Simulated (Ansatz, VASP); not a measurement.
## HfMo: VASP beside Ansatz

```
Hf Mo
1.0
     1.67120   -2.47247    0.00000
     1.67120    2.47247    0.00000
     0.00000    0.00000    4.44701
Hf Mo
1 1
Direct
  0.00000 0.00000 0.00000
  0.50000 0.50000 0.50000
```

Alike in both runs: task single point; functional r2SCAN; k mesh 6 × 6 × 4; occupations gaussian, width 0.1 eV; no spin polarisation.

```csv
,VASP,Ansatz
version,VASP 6.6.1,Ansatz 0.2.0
potentials or method,"VASP PAW PBE potentials, release 64 (Hf_pv, Mo_sv)","scalar-relativistic, plane waves, PAW"
plane-wave cutoff (eV),520,500
valence electrons in the cell,24,40
```

VASP gave:

* gap on the k mesh at the Fermi level (eV): none
* pressure (GPa): -2.0
* largest component of the traceless stress (GPa): 0.47

Q: Which values does Ansatz return?

A: gap on the k mesh at the Fermi level (eV): none; pressure (GPa): -1.8; largest component of the traceless stress (GPa): 0.52.

A gap of «none» marks a metal or a gap that the smearing closes. The two sets of potentials don't hold the same shells in valence.

Caveats: the k mesh is coarse (spacing up to 0.38 Å⁻¹), so the values aren't converged; the PAW data sets were made with another functional, which shifts forces and pressure a little (VASP). The runs have no spin-orbit coupling, so splittings on Hf are missing.
